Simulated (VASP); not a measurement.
Given:

```xyz
3
Lattice="0.0000 2.9198 2.9198 2.9198 0.0000 2.9198 2.9198 2.9198 0.0000" Properties=species:S:1:pos:R:3 pbc="T T T"
Al     1.4599     1.4599     1.4599
Al     4.3797     4.3797     4.3797
Au     0.0000     0.0000     0.0000
```

Calculation: SCAN meta-GGA, VASP's PBE PAW potentials (set 64) (plane waves; VASP 6.6.1). Run with 520 eV cut-off, 9×9×9 Γ-centred mesh, first-order Methfessel-Paxton smearing of 0.10 eV, potentials Al Au.

Question: The job: AuAl₂ (fluorite), 3 atoms, SCAN, static run, 520 eV, 9×9×9 Γ-centred mesh. Roughly how much core time does it take on a busy server core?

Answer: About 90 core-seconds (one run on a shared machine, a rough figure). It had 35 irreducible k-points, 12 bands, up to 1363 plane waves and 23 electronic steps.

The compound is AuAl2 in the fluorite structure. This cell is one point of a volume scan, at 0.94 of the reference volume.
